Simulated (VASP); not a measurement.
An input for Ansatz (written as the equivalent of a VASP run, and not itself run):

Ansatz 0.2 input:
```yaml
crystal:
  lattice:
    - [4.7884689, 0.0000000, 0.0000000]
    - [0.0000000, 4.7884689, 0.0000000]
    - [0.0000000, 0.0000000, 3.2373792]
  atoms:
    - { symbol: Sn, position: [0.0000000, 0.0000000, 0.0000000] }
    - { symbol: Sn, position: [0.5000000, 0.5000000, 0.5000000] }
    - { symbol: O, position: [0.3061484, 0.3061484, 0.0000000] }
    - { symbol: O, position: [0.8061484, 0.1938516, 0.5000000] }
    - { symbol: O, position: [0.1938516, 0.8061484, 0.5000000] }
    - { symbol: O, position: [0.6938516, 0.6938516, 0.0000000] }
kpoints:
  mp_grid: { grid: [4, 4, 6] }
hamiltonian:
  xc: pbe
  dispersion: d4
  pseudopotentials: { kind: paw }
scf:
  occupations: { method: gaussian, width: 0.05 }
  max_iter: 100
relax:
  max_steps: 60
  f_tol: 0.02
  cell: {}
output: { forces: true, stress: true, eigenvalues: true }
```

### Question
Translate this input to VASP (INCAR, KPOINTS, POSCAR, choice of POTCAR).

### Answer
Several could match; the one computed here: 
INCAR:
```
SYSTEM  =  SnO2
PREC  =  Accurate; ENCUT  =  520; LREAL  =  .FALSE.
LASPH  =  .TRUE.
EDIFF  =  1E-6; NELM  =  100; ALGO  =  Normal
LMAXMIX  =  4
ISMEAR  =  0; SIGMA  =  0.05
GGA  =  PE; IVDW  =  13
IBRION  =  2; NSW  =  60; ISIF  =  3
EDIFFG  =  -0.02
LWAVE  =  .FALSE.; LCHARG  =  .FALSE.
```

File KPOINTS:
```
Automatic mesh
0
Gamma
4 4 6
0 0 0
```

**POSCAR**
```
SnO2
1
    4.7884688649     0.0000000000     0.0000000000
    0.0000000000     4.7884688649     0.0000000000
    0.0000000000     0.0000000000     3.2373792480
Sn O
2 4
Direct
  0.0000000000   0.0000000000   0.0000000000
  0.5000000000   0.5000000000   0.5000000000
  0.3061484129   0.3061484129   0.0000000000
  0.8061484129   0.1938515871   0.5000000000
  0.1938515871   0.8061484129   0.5000000000
  0.6938515871   0.6938515871   0.0000000000
```

POTCAR, in this order: Sn_d O (PBE.64 set). Program: vasp_std.

Limits of the translation: each code has its own PAW files, so the cut-off isn't converted (ENCUT is set for VASP's; basis.ecutwfc is left out, and Ansatz then takes the one that its files recommend); Ansatz stops its SCF on the density residual and VASP on the energy change (EDIFF).

The compound is SnO2 in the rutile structure. This run relaxes it. Symmetry was kept, so distortions that lower it aren't found. The start is the result of an earlier pass.
